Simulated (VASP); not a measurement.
Here is the system:

```yaml
crystal:
  lattice:
    - [4.16215, 0.00000, 0.00000]
    - [0.00000, 4.16215, 0.00000]
    - [0.00000, 0.00000, 4.16215]
  atoms:
    - { symbol: Ba, position: [0.00000, 0.00000, 0.00000] }
    - { symbol: Hf, position: [0.50000, 0.50000, 0.50000] }
    - { symbol: O, position: [0.50000, 0.00000, 0.50000] }
    - { symbol: O, position: [0.00000, 0.50000, 0.50000] }
    - { symbol: O, position: [0.50000, 0.50000, 0.00000] }
```

These are MS2 meta-GGA, VASP's PBE PAW potentials (set 64) (plane waves; VASP) values and carry that method's errors. Run with 520 eV cut-off, 6×6×6 Γ-centred mesh, tetrahedra with Blöchl corrections, potentials Ba_sv Hf_pv O.

Unless said otherwise, spin-orbit coupling is left out, though it shifts the bands of the heavy elements here.

Q: What does the run give for the energy per atom (σ→0), band gap (over mesh and band path) with the smallest direct gap where there is one?

A: 
The band gap (over mesh and band path) is 3.77 eV. The smallest direct gap (over mesh and band path) is 4.01 eV. The energy per atom (σ→0) is -5.661 eV/atom.

Total energies compare only between runs with the same potentials, cut-off and functional.

The compound is BaHfO3 in the cubic perovskite structure. It was relaxed first.
